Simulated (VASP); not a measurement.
```
CELL_PARAMETERS angstrom
      1.79179    -3.10347     0.00000
      1.79179     3.10347     0.00000
      0.00000     0.00000    11.52539
ATOMIC_POSITIONS crystal
  La 0.00000 0.00000 0.50000
  La 0.00000 0.00000 0.00000
  La 0.33333 0.66667 0.25000
  La 0.66667 0.33333 0.75000
```

Calculation: LDA (Ceperley-Alder, Perdew-Zunger), VASP's LDA PAW potentials (set 64) (plane waves; VASP). Settings: 400 eV cut-off, 11×11×3 Γ-centred mesh, tetrahedra with Blöchl corrections, potentials La.

The cores are frozen, which limits the accuracy of field gradients.

Problem. Give the principal components of the electric field gradient (V/Å²) and the asymmetry η at each nucleus.

Solution. 
```json
[
 {"atom": "La1", "Vxx": "-13.4", "Vyy": "-13.4", "Vzz": "26.7", "η": "0.00"},
 {"atom": "La2", "Vxx": "-13.4", "Vyy": "-13.4", "Vzz": "26.7", "η": "0.00"},
 {"atom": "La3", "Vxx": "-18.3", "Vyy": "-18.3", "Vzz": "36.7", "η": "0.00"},
 {"atom": "La4", "Vxx": "-18.3", "Vyy": "-18.3", "Vzz": "36.7", "η": "0.00"}
]
```

The compound is La in the dhcp structure. It was relaxed first, which changed the volume by -14 %.
